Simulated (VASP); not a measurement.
Computed with r2SCAN meta-GGA, VASP's PBE PAW potentials (set 64) (plane waves; VASP).

VASP input:

**POSCAR**
```
ZnS
1
    0.0000000000     2.6912532009     2.6912532009
    2.6912532009    -0.0000000000     2.6912532009
    2.6912532009     2.6912532009     0.0000000000
Zn S
1 1
Direct
  0.0000000000   0.0000000000   0.0000000000
  0.2500000000   0.2500000000   0.2500000000
```

### INCAR
```
# general
SYSTEM  = ZnS
PREC    = Accurate
ENCUT   = 530
LREAL   = .FALSE.
LASPH   = .TRUE.

# electronic loop
EDIFF   = 1E-7
NELM    = 100
ALGO    = Normal
LMAXMIX = 4
LMIXTAU = .TRUE.

# smearing
ISMEAR  = 0
SIGMA   = 0.05

# functional
METAGGA = R2SCAN

# ions
IBRION  = 6
NSW     = 1
ISIF    = 3
POTIM   = 0.015
NFREE   = 2

# output
LWAVE   = .FALSE.
LCHARG  = .FALSE.
```

File KPOINTS:
```
Automatic mesh
0
Gamma
  8 8 8
```

POTCAR, in this order: Zn S (PBE.64 set). Program: vasp_std.

The resulting files:

**OUTCAR**
```


   1 f  =    8.195506 THz    51.493882 2PiTHz  273.372652 cm-1    33.893874 meV

   2 f  =    8.195506 THz    51.493882 2PiTHz  273.372652 cm-1    33.893874 meV

   3 f  =    8.195506 THz    51.493882 2PiTHz  273.372652 cm-1    33.893874 meV

   4 f/i=    0.095660 THz     0.601048 2PiTHz    3.190868 cm-1     0.395617 meV

   5 f/i=    0.095660 THz     0.601048 2PiTHz    3.190868 cm-1     0.395617 meV

   6 f/i=    0.095660 THz     0.601048 2PiTHz    3.190868 cm-1     0.395617 meV

 ELASTIC MODULI CONTR FROM IONIC RELAXATION (kBar)
 Direction    XX          YY          ZZ          XY          YZ          ZX
 --------------------------------------------------------------------------------
 XX          -0.0000      0.0000      0.0000      0.0000     -0.0000      0.0000
 YY           0.0000     -0.0000      0.0000      0.0000      0.0000     -0.0000
 ZZ           0.0000      0.0000     -0.0000     -0.0000      0.0000      0.0000
 XY           0.0000      0.0000     -0.0000   -253.4991      0.0000      0.0000
 YZ          -0.0000      0.0000      0.0000      0.0000   -253.4991      0.0000
 ZX           0.0000     -0.0000      0.0000      0.0000      0.0000   -253.4991
 --------------------------------------------------------------------------------

 TOTAL ELASTIC MODULI (kBar)
 Direction    XX          YY          ZZ          XY          YZ          ZX
 --------------------------------------------------------------------------------
 XX        1082.0925    643.1256    643.1256      0.0000      0.0000     -0.0000
 YY         643.1256   1082.0925    643.1256      0.0000      0.0000      0.0000
 ZZ         643.1256    643.1256   1082.0925      0.0000     -0.0000      0.0000
 XY           0.0000      0.0000      0.0000    475.2955      0.0000      0.0000
 YZ           0.0000      0.0000     -0.0000      0.0000    475.2955      0.0000
 ZX          -0.0000      0.0000      0.0000      0.0000      0.0000    475.2955
 --------------------------------------------------------------------------------
```
(Selected blocks of OUTCAR.)

The compound is ZnS in the zinc blende structure. It was relaxed first.
